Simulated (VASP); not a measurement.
Energy against volume of TiCo (CsCl type). These are PBE GGA, VASP's PBE PAW potentials (set 64) (plane waves; VASP) values and carry that method's errors.

| V (Å³/atom) | E (eV/atom) |
|---|---|
| 12.309 | -7.78817 |
| 12.701 | -7.80988 |
| 13.094 | -7.81647 |
| 13.487 | -7.81008 |
| 13.880 | -7.79254 |

Fit a third-order Birch-Murnaghan equation of state.

| Quantity | Value |
|---|---|
| volume per atom | 13.09 Å³/atom |
| bulk modulus | 176 GPa |
| pressure derivative of the bulk modulus | 4.10 |
| lattice constant a | 5.611 bohr |

Measured: bulk modulus 154 GPa (computed value off by +14.6 %), a 2.995 Å (computed value off by -0.9 %), as given by Yamada et al., (2019), arXiv:1910.09660. The calculation is for a static lattice, while the measured bulk modulus, a hold thermal and zero-point effects, which are part of the difference.

The compound is TiCo in the CsCl type structure. It was relaxed first. The run is not spin-polarised, so no magnetic state was tried.
